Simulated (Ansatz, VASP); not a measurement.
# Cross-check of Si9Ge28H28 (H-capped Ge nanowire along [001] with a Si core) between VASP and Ansatz, part 2 of 2

Aim: how closely do two programs agree when they are given the same cell, functional and k mesh? Of the first pair: The structure shown is the start of the Ansatz relaxation below; VASP solves that cell, so the two are compared at the walk's first step.

VASP 6.6.1 and Ansatz 0.2.0.

So far: The structure; Ansatz: relaxation, PBE.

## Step 3: VASP: single point, PBE, start cell, pair 1

Level of this step: PBE; plane waves and PAW (Ge_d, Si, H) (VASP).

The same cell, functional and mesh now go to VASP, with its own data sets.

Lines of VASP's logs that name or quote its potential files are left out, and so is its time.

Input file INCAR:

```
SYSTEM = Si9Ge28H28
PREC = Accurate
ENCUT = 410
EDIFF = 1E-06
NELM = 120
ISMEAR = 0
SIGMA = 0.01
LREAL = Auto
ALGO = Normal
GGA = PE
NBANDS = 280
LORBIT = 11
LWAVE = .FALSE.
LCHARG = .FALSE.
ISIF = 2
LASPH = .TRUE.
GGA_COMPAT = .FALSE.
EFERMI = MIDGAP
KPAR = 2
```

Input file POSCAR:

```
Si9Ge28H28
1.0
   26.5009100000      0.0000000000      0.0000000000
    0.0000000000     26.5009100000      0.0000000000
    0.0000000000      0.0000000000      5.6580000000
Ge Si H
28 9 28
Direct
    0.3503992882      0.3491804621      0.2481265465
    0.3486408580      0.4241099645      0.5018027572
    0.2731792984      0.4236684703      0.7544008484
    0.2740207789      0.4989715448      0.0032520325
    0.3501011852      0.5001413159      0.2464651820
    0.3487389678      0.5750896856      0.5011841640
    0.2730811885      0.5742595254      0.7482502651
    0.3494408305      0.6508493482      0.2475256274
    0.4993413434      0.2732811817      0.4931778013
    0.4242797700      0.2728510078      0.7536938848
    0.4243288249      0.3470295926      0.0052845528
    0.5001715035      0.3498898717      0.2514139272
    0.4242986373      0.6518983688      0.9969600566
    0.5004205516      0.6508984031      0.2525097207
    0.5002809337      0.7268014570      0.4982502651
    0.4253401110      0.7277297270      0.7565924355
    0.5742783927      0.2730698682      0.7511488158
    0.5749689350      0.3493917756      0.0023860021
    0.6510417944      0.3493314003      0.2517850831
    0.6502606892      0.4242307151      0.4954047367
    0.6512115999      0.5015601351      0.2516083422
    0.6506116205      0.5748896925      0.4966065748
    0.5770405620      0.6514908356      0.9992400141
    0.6517700713      0.6518681811      0.2429657123
    0.5744595186      0.7263712831      0.7531636621
    0.7271410680      0.4238382757      0.7445563803
    0.7253788643      0.4991111626      0.0057794274
    0.7265712762      0.5738708595      0.7475963238
    0.4997111420      0.4248910698      0.4991162955
    0.4254004862      0.4253514313      0.7511134677
    0.4254608615      0.4988696615      0.9972958643
    0.4988206065      0.4997903846      0.2538176034
    0.5003186683      0.5754481639      0.5041357370
    0.4246684359      0.5771688595      0.7520148462
    0.5749312005      0.4242609027      0.7437256981
    0.5759085254      0.4999790573      0.9966772711
    0.5752217565      0.5749010128      0.7499116296
    0.3004387397      0.3493615880      0.0974195829
    0.3479993706      0.3016500188      0.4028985507
    0.2727491245      0.3776096745      0.9049840933
    0.2257696056      0.4245816464      0.5948214917
    0.2261809123      0.4995715241      0.1554966419
    0.2272714409      0.5742293378      0.5961647225
    0.2727906325      0.6228314424      0.9114528102
    0.3018198243      0.6507399180      0.0981442206
    0.3483087939      0.6980288601      0.4074054436
    0.5014016500      0.2241394729      0.3415164369
    0.3775115647      0.2737302228      0.5911629551
    0.4245212712      0.2265016560      0.9050371156
    0.4998394395      0.7727583694      0.3483916578
    0.3769493199      0.7265184479      0.5891481089
    0.4243590126      0.7739281406      0.9036938848
    0.6210201838      0.2729113830      0.5964121598
    0.5742293378      0.2277016148      0.9097914457
    0.6970590821      0.3482106841      0.0928066455
    0.6506191674      0.3019405749      0.4100565571
    0.6984590340      0.6509700988      0.0974195829
    0.6508606686      0.6987495901      0.4022446094
    0.6230201152      0.7268505119      0.5910745847
    0.5756217428      0.7726904472      0.9088547190
    0.7269788094      0.3777191047      0.9128490633
    0.7737583351      0.4239514794      0.5971191234
    0.7738715388      0.5004696065      0.1510781195
    0.7733281612      0.5754406169      0.5917285260
    0.7274882259      0.6230804904      0.9097030753
```

Input file KPOINTS:

```
Automatic mesh
0
Gamma
1 1 2
0 0 0
```

The projector-augmented-wave data sets are Ge_d, Si and H (PBE family, release 64).

The run is started by

```bash
mpirun -np 8 vasp_std
```

Numbers of over 12 decimals in the logs are rounded to 6 here.

The program printed:

```text
[banner, memory and clock lines left out]
running    8 mpi-ranks, on    1 nodes
[...]
|                                                                             |
|           W    W    AA    RRRRR   N    N  II  N    N   GGGG   !!!           |
|           W    W   A  A   R    R  NN   N  II  NN   N  G    G  !!!           |
|           W    W  A    A  R    R  N N  N  II  N N  N  G       !!!           |
|           W WW W  AAAAAA  RRRRR   N  N N  II  N  N N  G  GGG   !            |
|           WW  WW  A    A  R   R   N   NN  II  N   NN  G    G                |
|           W    W  A    A  R    R  N    N  II  N    N   GGGG   !!!           |
|                                                                             |
|     For optimal performance we recommend to set                             |
|       NCORE = 2 up to number-of-cores-per-socket                            |
|     NCORE specifies how many cores store one orbital (NPAR=cpu/NCORE).      |
|     This setting can greatly improve the performance of VASP for DFT.       |
|     The default, NCORE=1 might be grossly inefficient on modern             |
|     multi-core architectures or massively parallel machines. Do your        |
|     Unfortunately you need to use the default for GW and RPA                |
|     calculations (for HF NCORE is supported but not extensively tested      |
|     yet).                                                                   |
|                                                                             |

 LDA part: xc-table for (Slater+PW92), standard interpolation
 POSCAR, INCAR and KPOINTS ok, starting setup
[...]
entering main loop
       N       E                     dE             d eps       ncg     rms          rms(c)
DAV:   1     0.407885079709E+04    0.40789E+04   -0.18962E+05  1208   0.173E+03
DAV:   2     0.433733479834E+03   -0.36451E+04   -0.35162E+04  1520   0.388E+02
DAV:   3    -0.221515718545E+03   -0.65525E+03   -0.64464E+03  1576   0.192E+02
DAV:   4    -0.268377833067E+03   -0.46862E+02   -0.46539E+02  1272   0.589E+01
[...]
DAV:  28    -0.261520521873E+03   -0.17215E-05   -0.77961E-08   816   0.238E-03    0.158E-04
DAV:  29    -0.261520523647E+03   -0.17744E-05   -0.46169E-08   776   0.128E-03    0.115E-04
DAV:  30    -0.261520524136E+03   -0.48842E-06   -0.20414E-08   760   0.127E-03
   1 F= -.26152052E+03 E0= -.26152052E+03  d E =0.000000E+00
```

OUTCAR, selected parts (step 3):

```text
  Total        0.9549408      0.8335243      5.5516093     -0.1667496     -0.5629748     -1.5549111
  in kB        0.3850371      0.3360813      2.2384374     -0.0672343     -0.2269943     -0.6269481
  external PRESSURE =       0.9865186 kB  Pullay stress =       0.0000000 kB

 POSITION                                       TOTAL-FORCE (eV/Angst)
 -----------------------------------------------------------------------------------
      9.28590      9.25360      1.40390        -0.792643      0.109939      0.041281
      9.23930     11.23930      2.83920         0.432513      0.114586      0.269212
      7.23950     11.22760      4.26840        -0.150692      0.979961     -0.812547
      7.26180     13.22320      0.01840         0.104819      0.154052     -0.369880
      9.27800     13.25420      1.39450         0.180587     -0.220154     -0.012755
      9.24190     15.24040      2.83570         0.418991      0.223636      0.167912
      7.23690     15.21840      4.23360         0.567920      0.123227      0.780930
      9.26050     17.24810      1.40050         0.220060     -0.158055      0.389644
     13.23300      7.24220      2.79040         0.078430     -0.147613      0.438743
     11.24380      7.23080      4.26440         0.382439      0.323246     -0.587998
     11.24510      9.19660      0.02990         0.309782      0.854587     -0.737378
     13.25500      9.27240      1.42250        -0.146190      0.055941      0.234599
     11.24430     17.27590      5.64080         0.165345     -0.240392      0.084974
     13.26160     17.24940      1.42870         0.039072     -0.310365      0.035973
[...]
-----------------------------------------------------------------------------------
    total drift:                                0.005418      0.009171      0.000700

  FREE ENERGIE OF THE ION-ELECTRON SYSTEM (eV)
  ---------------------------------------------------
  free  energy   TOTEN  =      -261.5205241356 eV

  energy  without entropy=     -261.5205241356  energy(sigma->0) =     -261.52052414

[... 2 further parts left out ...]
```

## Step 4: Side by side

Known differences besides the potentials themselves: fixed occupations in Ansatz, narrow Gaussian smearing in VASP; the cutoff is 420 eV in Ansatz and 410 eV in VASP (PREC = Accurate, projectors in real space). Total energies have different zeros and are not compared.

Forces on 9 of the 65 atoms, those with the largest forces and the largest differences (eV/Å; atoms numbered as in POSCAR):

```csv
atom,"Ansatz x, y, z","VASP x, y, z"
Ge3,"-0.135, 1.002, -0.819","-0.151, 0.980, -0.813"
Ge11,"0.309, 0.855, -0.738","0.310, 0.855, -0.737"
Ge15,"-0.162, -0.843, 0.889","-0.163, -0.821, 0.875"
Ge16,"-0.217, -0.697, -1.163","-0.230, -0.674, -1.155"
Ge24,"-0.674, -0.416, 0.826","-0.651, -0.398, 0.822"
H40,"-0.219, -0.710, 0.287","-0.221, -0.683, 0.266"
H50,"0.017, 0.960, -0.707","0.017, 0.934, -0.690"
H52,"0.011, 0.956, 0.711","0.012, 0.929, 0.694"
H57,"0.750, 0.150, -0.409","0.722, 0.152, -0.389"
```

The forces differ by 12 meV/Å r.m.s., which is 3.0 % of the r.m.s. force of 0.408 eV/Å (both taken over all components). Where the cell holds vacuum, a pressure given here is an average over it and none of the material.

## Step 5: Ansatz: relaxation, PBE

This run makes the geometry at which the two programs are then compared.

The structure compared here is the end of the Ansatz relaxation.

This is the run of step 2 again, met here at its other cell.

## Step 6: VASP: single point, PBE, relaxed atoms in a fixed cell, pair 2

The same cell, functional and mesh now go to VASP, with its own data sets.

INCAR is that of step 3.

Input file POSCAR:

```
Si9Ge28H28
1.0
   26.5009100000      0.0000000000      0.0000000000
    0.0000000000     26.5009100000      0.0000000000
    0.0000000000      0.0000000000      5.6580000000
Ge Si H
28 9 28
Direct
    0.3507000000      0.3507500000      0.2501900000
    0.3516600000      0.4255300000      0.5047500000
    0.2708500000      0.4294800000      0.7180600000
    0.2740700000      0.4999600000      0.9975200000
    0.3518200000      0.4999400000      0.2400200000
    0.3516900000      0.5743500000      0.5047900000
    0.2708900000      0.5704600000      0.7182100000
    0.3508000000      0.6491400000      0.2502800000
    0.4998400000      0.2740300000      0.5029300000
    0.4293500000      0.2708700000      0.7823300000
    0.4254800000      0.3516600000      0.9957300000
    0.4999000000      0.3517800000      0.2604400000
    0.4255700000      0.6481700000      0.9956500000
    0.4999700000      0.6479900000      0.2603900000
    0.4999900000      0.7257500000      0.5028700000
    0.4295200000      0.7289800000      0.7823300000
    0.5703100000      0.2708000000      0.7824300000
    0.5743100000      0.3516100000      0.9957000000
    0.6490800000      0.3506400000      0.2503200000
    0.6481700000      0.4254400000      0.5047600000
    0.6480500000      0.4998500000      0.2400600000
    0.6482300000      0.5742600000      0.5048100000
    0.5744000000      0.6481300000      0.9956900000
    0.6491600000      0.6490500000      0.2503300000
    0.5704700000      0.7289400000      0.7823700000
    0.7289700000      0.4293300000      0.7181700000
    0.7258000000      0.4998100000      0.9975700000
    0.7290200000      0.5703100000      0.7182100000
    0.4999200000      0.4272400000      0.5034800000
    0.4269300000      0.4269300000      0.7502400000
    0.4272800000      0.4999200000      0.9969900000
    0.4999400000      0.4998900000      0.2502400000
    0.4999600000      0.5725400000      0.5034800000
    0.4269700000      0.5729000000      0.7502200000
    0.5729100000      0.4268800000      0.7502600000
    0.5725900000      0.4998700000      0.9970200000
    0.5729500000      0.5728600000      0.7502400000
    0.3012900000      0.3508500000      0.1052900000
    0.3507700000      0.3013300000      0.3950200000
    0.2569400000      0.3780100000      0.8280500000
    0.2298500000      0.4418600000      0.5314700000
    0.2270100000      0.4999700000      0.1606900000
    0.2298700000      0.5581500000      0.5316300000
    0.2570600000      0.6219400000      0.8282800000
    0.3013700000      0.6491100000      0.1055500000
    0.3509700000      0.6985500000      0.3951700000
    0.4998400000      0.2269500000      0.3398300000
    0.3778600000      0.2570500000      0.6723700000
    0.4416800000      0.2298300000      0.9688400000
    0.5000200000      0.7728300000      0.3398000000
    0.3780400000      0.7428700000      0.6724500000
    0.4419100000      0.7699700000      0.9689300000
    0.6217900000      0.2568600000      0.6726100000
    0.5579100000      0.2298300000      0.9691400000
    0.6985100000      0.3507000000      0.1055200000
    0.6489500000      0.3012400000      0.3952600000
    0.6985900000      0.6489800000      0.1056200000
    0.6490300000      0.6984500000      0.3953200000
    0.6219500000      0.7428300000      0.6725100000
    0.5580800000      0.7699300000      0.9689900000
    0.7428200000      0.3778400000      0.8281900000
    0.7700000000      0.4416700000      0.5316600000
    0.7728700000      0.4998000000      0.1607300000
    0.7700400000      0.5579500000      0.5316400000
    0.7429000000      0.6217800000      0.8282200000
```

KPOINTS is that of step 3.

The run is started by

```bash
mpirun -np 8 vasp_std
```

The program printed:

```text
[banner, memory and clock lines left out]
running    8 mpi-ranks, on    1 nodes
[...]
[... a notice as in an earlier step ...]

 LDA part: xc-table for (Slater+PW92), standard interpolation
 POSCAR, INCAR and KPOINTS ok, starting setup
[...]
entering main loop
       N       E                     dE             d eps       ncg     rms          rms(c)
DAV:   1     0.408200443495E+04    0.40820E+04   -0.18940E+05  1200   0.173E+03
DAV:   2     0.428717433209E+03   -0.36533E+04   -0.35277E+04  1512   0.388E+02
DAV:   3    -0.222666265236E+03   -0.65138E+03   -0.64058E+03  1560   0.192E+02
DAV:   4    -0.269765681978E+03   -0.47099E+02   -0.46724E+02  1280   0.588E+01
[...]
DAV:  27    -0.263392749782E+03   -0.59531E-05   -0.28787E-07   792   0.386E-03    0.210E-04
DAV:  28    -0.263392751658E+03   -0.18761E-05   -0.16512E-07   792   0.226E-03    0.179E-04
DAV:  29    -0.263392752528E+03   -0.86962E-06   -0.87983E-08   752   0.213E-03
   1 F= -.26339275E+03 E0= -.26339275E+03  d E =0.000000E+00
```

OUTCAR, selected parts (step 6):

```text
  Total       -3.5088891     -3.5067366     -0.3988419      0.0029590      0.0066862     -0.0058857
  in kB       -1.4148021     -1.4139342     -0.1608151      0.0011931      0.0026959     -0.0023731
  external PRESSURE =      -0.9965172 kB  Pullay stress =       0.0000000 kB

 POSITION                                       TOTAL-FORCE (eV/Angst)
 -----------------------------------------------------------------------------------
      9.29387      9.29519      1.41558        -0.018888     -0.017434      0.001582
      9.31931     11.27693      2.85588         0.000744     -0.002916      0.000404
      7.17777     11.38161      4.06278        -0.019732     -0.010160     -0.001615
      7.26310     13.24939      5.64397        -0.009407     -0.000841      0.008455
      9.32355     13.24886      1.35803         0.002970      0.000772     -0.001815
      9.32011     15.22080      2.85610         0.002226      0.002139     -0.000402
      7.17883     15.11771      4.06363        -0.018355      0.010457     -0.003221
      9.29652     17.20280      1.41608        -0.016187      0.017127      0.000435
     13.24621      7.26204      2.84558         0.001138     -0.011515     -0.009437
     11.37817      7.17830      4.42642        -0.007779     -0.022616      0.003658
     11.27561      9.31931      5.63384         0.000194      0.003474     -0.000537
     13.24780      9.32249      1.47357        -0.001134      0.003515      0.001839
     11.27799     17.17709      5.63339        -0.003981     -0.001301     -0.000349
     13.24966     17.17232      1.47329         0.003129     -0.001342      0.002388
[...]
-----------------------------------------------------------------------------------
    total drift:                               -0.000393      0.000735     -0.001881

  FREE ENERGIE OF THE ION-ELECTRON SYSTEM (eV)
  ---------------------------------------------------
  free  energy   TOTEN  =      -263.3927525276 eV

  energy  without entropy=     -263.3927525276  energy(sigma->0) =     -263.39275253

[... 2 parts as in an earlier step ...]
```

## Step 7: Side by side

Compared:

```
              quantity  Ansatz   VASP  difference
gap on the k mesh (eV)   2.067  2.068      -0.002
```

The largest component of a force difference here is 22 meV/Å. A gap on the mesh is an upper bound, since the band edges may lie between its points. Where the cell holds vacuum, a pressure given here is an average over it and none of the material.

## Step 8: What came out

```yaml
r_m_s_force_difference_single_point_pbe_start_cell_pair_1: 3.0 % of the r.m.s. force
difference_in_gap_on_the_k_mesh_single_point_pbe_relaxed_atoms_in_a_fixed_cell_pair_2: -0.0019 eV
r_m_s_force_difference_single_point_pbe_relaxed_atoms_in_a_fixed_cell_pair_2: 10 meV/Å
```

The r.m.s. force difference is 3.0 % of the r.m.s. force (single point, PBE, start cell, pair 1), at about the 3 % picked in this series as the mark of a large difference. What causes the difference of the single point, PBE, start cell, pair 1 pair stays open here. Such differences can come from data sets, numerical settings and the points named under the comparisons, not from the functional's error against experiment.

[Lines on the potential files, build, host, timing and source positions are cut from VASP's logs without a mark.]

[Logs are printed without paths, hosts, clocks, repeated set-up lines and the standing remarks that a program may print on its own settings, such as how far it seeks lower states.]

[Hosts, paths, dates, database ids (printed as entryN), source tags and the programs' standing remarks are cut or masked in the printed files.]
